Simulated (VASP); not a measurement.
Input of a VASP 6.6.1 run:

INCAR

```
  ALGO = Fast
  EDIFF = 1E-4
  EDIFFG = -0.08
  ENCUT = 520
  GGA = PE
  IBRION = 2
  ISIF = 3
  ISMEAR = 0
  LASPH = T
  LCHARG = F
  LREAL = F
  LWAVE = F
  NELM = 60
  NSW = 24
  PREC = Normal
  SIGMA = 0.15
```

File KPOINTS:

```
k-points
0
Gamma
  5 5 3
```

POSCAR

```
Ti2RuC3
1.0
    3.8170113200      0.0000000000      0.0000000000
   -1.9085056600      3.3056287700      0.0000000000
    0.0000000000      0.0000000000      7.2572114500
Ti Ru C
2 1 3
Direct
    0.0000000000      0.0000000000      0.1671615000
    0.0000000000      0.0000000000      0.8328385000
    0.0000000000      0.0000000000      0.5000000000
    0.5000000000      0.0000000000      0.5000000000
    0.0000000000      0.5000000000      0.5000000000
    0.5000000000      0.5000000000      0.5000000000
```

Potentials or basis: VASP PAW PBE potentials, release 64 (Ti_sv, Ru_pv, C).

Run with:

```sh
$ cat potpaw_PBE.64/Ti_sv/POTCAR potpaw_PBE.64/Ru_pv/POTCAR potpaw_PBE.64/C/POTCAR > POTCAR
$ mpirun -np 1 vasp_std > vasp.out
```

(1) Estimate the space group after relaxing (to 0.05 Å).

(2) Estimate the relaxed cell.

## Answers

(1) P6/mmm (No. 191).

(2) a = 3.999 Å, b = 3.999 Å, c = 7.316 Å, α = 90.00°, β = 90.00°, γ = 120.00°.

Caveat: the k mesh is coarse (spacing up to 0.38 Å⁻¹), so the values aren't converged.
